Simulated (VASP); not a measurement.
OSZICAR of a VASP run on Zr (relaxed from the diamond structure, space group Fd-3m):

OSZICAR:
```
       N       E                     dE             d eps       ncg     rms          rms(c)
DAV:   1     0.161222474575E+03    0.16122E+03   -0.12226E+04  1152   0.122E+03
DAV:   2    -0.372108634567E+02   -0.19843E+03   -0.19686E+03  1472   0.374E+02
DAV:   3    -0.537489741870E+02   -0.16538E+02   -0.16004E+02  2136   0.702E+01
DAV:   4    -0.542787823702E+02   -0.52981E+00   -0.52095E+00  1296   0.148E+01
DAV:   5    -0.543052346171E+02   -0.26452E-01   -0.26369E-01  1696   0.225E+00    0.158E+01
DAV:   6    -0.409491426944E+02    0.13356E+02   -0.10875E+01  1680   0.220E+01    0.338E+00
DAV:   7    -0.399064235880E+02    0.10427E+01   -0.28476E+00  1256   0.112E+01    0.138E+00
DAV:   8    -0.402250330728E+02   -0.31861E+00   -0.54171E-01  1264   0.499E+00    0.119E+00
DAV:   9    -0.401489705010E+02    0.76063E-01   -0.10845E+00  1216   0.643E+00    0.758E-01
DAV:  10    -0.399913467854E+02    0.15762E+00   -0.74160E-02  1296   0.273E+00    0.409E-01
DAV:  11    -0.399771406481E+02    0.14206E-01   -0.46855E-03  1872   0.426E-01    0.326E-01
DAV:  12    -0.400514067925E+02   -0.74266E-01   -0.38805E-02  1152   0.154E+00    0.181E-01
DAV:  13    -0.402095026641E+02   -0.15810E+00   -0.25202E-01  1416   0.252E+00    0.386E-01
DAV:  14    -0.402283279605E+02   -0.18825E-01   -0.53979E-02  1184   0.101E+00    0.352E-01
DAV:  15    -0.402293082015E+02   -0.98024E-03   -0.27297E-03  1712   0.202E-01    0.357E-01
DAV:  16    -0.402268122422E+02    0.24960E-02   -0.22740E-03  1152   0.189E-01    0.388E-01
DAV:  17    -0.402325815024E+02   -0.57693E-02   -0.24745E-03  1192   0.308E-01    0.452E-01
DAV:  18    -0.402082761624E+02    0.24305E-01   -0.69119E-02  1360   0.131E+00    0.119E-01
DAV:  19    -0.402230970658E+02   -0.14821E-01   -0.15266E-02  1336   0.717E-01    0.134E-01
DAV:  20    -0.402237916427E+02   -0.69458E-03   -0.23809E-03  1368   0.286E-01    0.933E-02
DAV:  21    -0.402260541097E+02   -0.22625E-02   -0.36337E-03  1176   0.276E-01    0.737E-02
DAV:  22    -0.402259157045E+02    0.13841E-03   -0.33009E-04  1408   0.107E-01    0.760E-02
DAV:  23    -0.402260924605E+02   -0.17676E-03   -0.10315E-04  1176   0.567E-02    0.798E-02
DAV:  24    -0.402261722391E+02   -0.79779E-04   -0.16345E-04  1240   0.599E-02    0.821E-02
DAV:  25    -0.402261668324E+02    0.54067E-05   -0.62080E-05  1328   0.586E-02    0.922E-02
DAV:  26    -0.402261841884E+02   -0.17356E-04   -0.51992E-06  1040   0.188E-02    0.958E-02
DAV:  27    -0.402261861122E+02   -0.19238E-05   -0.29353E-06   872   0.149E-02    0.998E-02
DAV:  28    -0.402261809105E+02    0.52017E-05   -0.15202E-06   896   0.785E-03    0.101E-01
DAV:  29    -0.402261925270E+02   -0.11617E-04   -0.61254E-06   920   0.151E-02    0.953E-02
DAV:  30    -0.402262044533E+02   -0.11926E-04   -0.19402E-05   848   0.240E-02    0.827E-02
DAV:  31    -0.402262575383E+02   -0.53085E-04   -0.13329E-04  1168   0.642E-02    0.439E-02
DAV:  32    -0.402262791871E+02   -0.21649E-04   -0.36297E-05  1536   0.307E-02    0.337E-02
DAV:  33    -0.402262727415E+02    0.64456E-05   -0.20497E-05  1032   0.219E-02    0.201E-02
DAV:  34    -0.402262949065E+02   -0.22165E-04   -0.67712E-05  1304   0.340E-02    0.499E-03
DAV:  35    -0.402262981037E+02   -0.31973E-05   -0.26739E-05   936   0.243E-02    0.282E-03
DAV:  36    -0.402262990629E+02   -0.95916E-06   -0.12038E-06   800   0.794E-03
   1 F= -.40226299E+02 E0= -.40227482E+02  d E =-.402263E+02
       N       E                     dE             d eps       ncg     rms          rms(c)
DAV:   1    -0.437528385529E+02   -0.35265E+01   -0.10790E+02  1544   0.104E+02    0.175E+01
DAV:   2    -0.405184473486E+02    0.32344E+01   -0.10818E+01  1336   0.292E+01    0.516E+00
DAV:   3    -0.401832439801E+02    0.33520E+00   -0.39150E+00  1672   0.133E+01    0.316E+00
DAV:   4    -0.402226157489E+02   -0.39372E-01   -0.25660E-01  1448   0.330E+00    0.145E+00
DAV:   5    -0.402755023709E+02   -0.52887E-01   -0.21972E-01  1536   0.298E+00    0.969E-01
DAV:   6    -0.402711623543E+02    0.43400E-02   -0.21800E-01  1312   0.252E+00    0.297E-01
DAV:   7    -0.403144478579E+02   -0.43286E-01   -0.52761E-02  1776   0.141E+00    0.297E-01
DAV:   8    -0.403123108642E+02    0.21370E-02   -0.28148E-03  1584   0.366E-01    0.771E-02
DAV:   9    -0.403170468995E+02   -0.47360E-02   -0.81975E-03  1136   0.460E-01    0.334E-02
DAV:  10    -0.403171385923E+02   -0.91693E-04   -0.30878E-04  1488   0.932E-02    0.121E-02
DAV:  11    -0.403171352684E+02    0.33239E-05   -0.29460E-05  1568   0.272E-02    0.160E-02
DAV:  12    -0.403171586623E+02   -0.23394E-04   -0.36833E-05  1416   0.436E-02    0.792E-03
DAV:  13    -0.403171592675E+02   -0.60512E-06   -0.86555E-06   904   0.229E-02
   2 F= -.40317159E+02 E0= -.40317688E+02  d E =-.908602E-01
       N       E                     dE             d eps       ncg     rms          rms(c)
DAV:   1    -0.403389734068E+02   -0.21815E-01   -0.70748E-01  1488   0.867E+00    0.135E+00
DAV:   2    -0.403195634142E+02    0.19410E-01   -0.89215E-02  1392   0.253E+00    0.457E-01
DAV:   3    -0.403172284457E+02    0.23350E-02   -0.26126E-02  1600   0.109E+00    0.228E-01
DAV:   4    -0.403168416096E+02    0.38684E-03   -0.32173E-03  1400   0.325E-01    0.110E-01
DAV:   5    -0.403164629552E+02    0.37865E-03   -0.86361E-03  1680   0.431E-01    0.605E-02
DAV:   6    -0.403174533705E+02   -0.99042E-03   -0.70540E-04  1336   0.126E-01    0.438E-02
DAV:   7    -0.403179861357E+02   -0.53277E-03   -0.11150E-03  1224   0.160E-01    0.187E-02
DAV:   8    -0.403179800101E+02    0.61256E-05   -0.46954E-05  1536   0.472E-02    0.545E-03
DAV:   9    -0.403179869042E+02   -0.68941E-05   -0.33009E-06  1064   0.152E-02    0.499E-03
DAV:  10    -0.403179865159E+02    0.38831E-06   -0.19080E-07   592   0.356E-03
   3 F= -.40317987E+02 E0= -.40318592E+02  d E =-.916875E-01
```

Q: Which electronic solver shows in the log?

A: It is blocked Davidson (ALGO = Normal, or the opening steps of other solvers). The INCAR had ALGO = Normal.

Q: Can the final energy be trusted as converged?

A: The run converged. It stopped with EDIFF = 1E-6, NELM = 100, NSW = 60 and EDIFFG = -0.01 after 3 ionic steps (r2SCAN meta-GGA, plane waves, VASP's PBE PAW potentials (set 64)). Energy and stress use the plane-wave basis of the starting cell.

The structure was generated: Zr was put into the diamond type (Fd-3m), which need not be its known phase. This run relaxes it. Symmetry was kept, so distortions that lower it aren't found.
